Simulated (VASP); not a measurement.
The input files of a VASP run:

### KPOINTS
```
Automatic mesh
0
Gamma
6 6 4
0 0 0
```

POSCAR:
```
Se
4.1135160
  0.5084882939  -0.8610690175   0.0000000000
  0.4744387040   0.8414104775   0.0000000000
  0.0000000000   0.0000000000   1.2462792999
Se
3
Direct
  0.0000000000   0.2483172003   0.6666670000
  0.7516827997   0.7516827997   0.0000000000
  0.2483172003   0.0000000000   0.3333330000
```

**INCAR**
```
SYSTEM = Se
PREC = Accurate
ENCUT = 480
EDIFF = 1E-7
NELM = 100
ALGO = Normal
LREAL = .FALSE.
LASPH = .TRUE.
ISMEAR = 0
SIGMA = 0.05
GGA = PS
LMAXMIX = 4
LWAVE = .FALSE.
LCHARG = .FALSE.
ISIF = 2
```

POTCAR, in this order: Se (PBE.64 set). Program: vasp_std.

### Question
Write an equivalent input for Ansatz.

### Answer
One equivalent input (not run):
Ansatz 0.2 input:
```yaml
crystal:
  lattice:
    - [2.0916747, -3.5420212, 0.0000000]
    - [1.9516112, 3.4611555, 0.0000000]
    - [0.0000000, 0.0000000, 5.1265898]
  atoms:
    - { symbol: Se, position: [0.0000000, 0.2483172, 0.6666670] }
    - { symbol: Se, position: [0.7516828, 0.7516828, 0.0000000] }
    - { symbol: Se, position: [0.2483172, 0.0000000, 0.3333330] }
kpoints:
  mp_grid: { grid: [6, 6, 4] }
hamiltonian:
  xc: pbesol
  pseudopotentials: { kind: paw }
scf:
  occupations: { method: gaussian, width: 0.05 }
  max_iter: 100
output: { forces: true, stress: true, eigenvalues: true }
```
What does not carry over: each code has its own PAW files, so the cut-off isn't converted (ENCUT is set for VASP's; basis.ecutwfc is left out, and Ansatz then takes the one that its files recommend); Ansatz stops its SCF on the density residual and VASP on the energy change (EDIFF).

The compound is Se in the trig structure. This cell was strained or had an atom moved on purpose.
